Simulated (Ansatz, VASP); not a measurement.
W3N4: VASP beside Ansatz

```
W N
1.0
     4.54377    0.00000    0.00000
     0.00000    4.54377    0.00000
     0.00000    0.00000    4.54377
W N
3 4
Direct
  0.00000 0.00000 0.50000
  0.00000 0.50000 0.00000
  0.50000 0.00000 0.00000
  0.25068 0.25068 0.25068
  0.25068 0.74932 0.74932
  0.74932 0.25068 0.74932
  0.74932 0.74932 0.25068
```

Change from the starting cell: ordered vacancies on the cation sites of zinc blende (P-43m, No. 215).

Alike in both runs: functional PBE; k mesh 4 × 4 × 4; occupations gaussian, width 0.1 eV; no spin polarisation.

Ansatz relaxed the structure, and its values are those at the end. VASP's run is a single point on that final structure, the one shown.

|  | VASP | Ansatz |
| --- | --- | --- |
| version | VASP 6.6.1 | Ansatz 0.2.0 |
| potentials or method | VASP PAW PBE potentials, release 64 (W_sv, N) | scalar-relativistic, plane waves, PAW |
| plane-wave cutoff (eV) | 520 | 420 |
| valence electrons in the cell | 62 | 62 |

Ansatz gave:

```
gap on the k mesh at the Fermi level (eV) : none
pressure (GPa)                            : -0.2
rms of the force components (eV/Å)        : 0.006
```

Task: What did VASP give for the same quantities?

Result: gap on the k mesh at the Fermi level (eV): none; pressure (GPa): 1.1; rms of the force components (eV/Å): 0.037.

A gap of «none» marks a metal or a gap that the smearing closes. With one functional, cell and mesh, what is left measures potentials, basis and numerics.

Spin-orbit coupling is left out, which matters for the levels of W.
